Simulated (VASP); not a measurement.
An input for Quantum ESPRESSO's pw.x (written as the equivalent of a VASP run, and not itself run):

```
&CONTROL
  calculation = 'scf'
  pseudo_dir = './pseudo'
  outdir = './out'
  tprnfor = .true.
  tstress = .true.
/
&SYSTEM
  ibrav = 0
  nat = 4
  ntyp = 2
  ecutwfc = 88
  occupations = 'smearing'
  smearing = 'fermi-dirac'
  degauss = 0.00735
  input_dft = 'pz'
/
&ELECTRONS
  conv_thr = 7.3e-08
  electron_maxstep = 100
/
ATOMIC_SPECIES
  Ru 101.070 Ru.upf
  W 183.840 W.upf
CELL_PARAMETERS angstrom
     3.8187790    0.0000000    0.0000000
     0.0000000    3.8187790    0.0000000
     0.0000000    0.0000000    3.8187790
ATOMIC_POSITIONS crystal
  Ru   0.0000000  0.5000000  0.5000000
  Ru   0.5000000  0.5000000  0.0000000
  Ru   0.5000000  0.0000000  0.5000000
  W    0.0000000  0.0000000  0.0000000
K_POINTS automatic
  6 6 6 0 0 0
```

**Question.** Write the VASP files for the same calculation (LDA).

**Answer.** This is not unique; one that fits is 
**KPOINTS**
```
Automatic mesh
0
Gamma
6 6 6
0 0 0
```

INCAR:
```
# general
SYSTEM =Ru3W
PREC   =Accurate
ENCUT  =300
LREAL  =.False.   # projection in real space or not
LASPH  =.True.   # aspherical one-centre terms

# electronic loop
EDIFF  =1E-6   # SCF stop (eV)
NELM   =100   # most electronic steps
ALGO   =Normal
LMAXMIX=6

# smearing
ISMEAR =-1   # Fermi-Dirac
SIGMA  =0.1   # width (eV)

# ions
ISIF   =2   # forces and stress, cell fixed

# output
LWAVE  =.False.
LCHARG =.False.
```

POSCAR:
```
Ru3W
1
    3.8187790000     0.0000000000     0.0000000000
    0.0000000000     3.8187790000     0.0000000000
    0.0000000000     0.0000000000     3.8187790000
Ru W
3 1
Direct
  0.0000000000   0.5000000000   0.5000000000
  0.5000000000   0.5000000000   0.0000000000
  0.5000000000   0.0000000000   0.5000000000
  0.0000000000   0.0000000000   0.0000000000
```

POTCAR, in this order: Ru_pv W_sv (LDA.64 set). Program: vasp_std.

Limits of the translation: the potentials are each code's own (VASP's PAW set, PseudoDojo norm-conserving files in pw.x), so ENCUT and ecutwfc are chosen apart and not converted; conv_thr bounds pw.x's estimated SCF error, while EDIFF bounds the energy change between steps.

The structure was generated: Ru3W was put into an ordered model structure, which need not be its known phase. The cell was not relaxed at this level. The run is one of a series of settings (GGA removed, POTCAR Ru_pv W_sv (LDA.64 set) against the base run), some of them coarse on purpose.
